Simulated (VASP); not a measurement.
```
CsPbCl3
1.0
    5.58442     0.00000     0.00000
    0.00000     5.58442     0.00000
    0.00000     0.00000     5.58442
Cs Pb Cl
1 1 3
Cartesian
  0.00000   0.00000   0.00000
  2.79221   2.79221   2.79221
  0.00000   2.79221   2.79221
  2.79221   0.00000   2.79221
  2.79221   2.79221   0.00000
```

Method: PBE GGA, VASP's PBE PAW potentials (set 64) (plane waves; VASP). Run with 300 eV cut-off, 3×3×3 Γ-centred mesh, Gaussian smearing of 0.010 eV, potentials Cs_sv Pb_d Cl.

Unless said otherwise, spin-orbit coupling is left out, though it shifts the bands of the heavy elements here.

Problem. Give the energies of bands 13 to 25 at the high-symmetry points, in eV from the valence-band maximum.

Solution. 
```tsv
band	Γ	X	M	R
13	-6.63	-7.64	-8.20	-8.30
14	-4.80	-4.72	-4.58	-3.32
15	-4.80	-4.72	-3.56	-3.32
16	-4.80	-3.32	-2.97	-3.32
17	-2.75	-2.87	-2.97	-2.85
18	-2.75	-2.85	-2.94	-2.85
19	-2.75	-2.85	-2.94	-2.32
20	-2.64	-2.75	-2.85	-2.32
21	-2.64	-2.75	-2.33	-2.32
22	-2.64	-1.74	-0.84	0.00
23	3.28	3.02	2.51	1.90
24	4.20	4.62	2.51	1.90
25	4.20	5.12	4.92	1.90
```

The gap is direct, 1.90 eV, from the valence maximum at R to the conduction minimum at R.

The structure comes from a computed database's CsPbCl3 entry; how it stands against other phases isn't given here. The cell was not relaxed at this level.
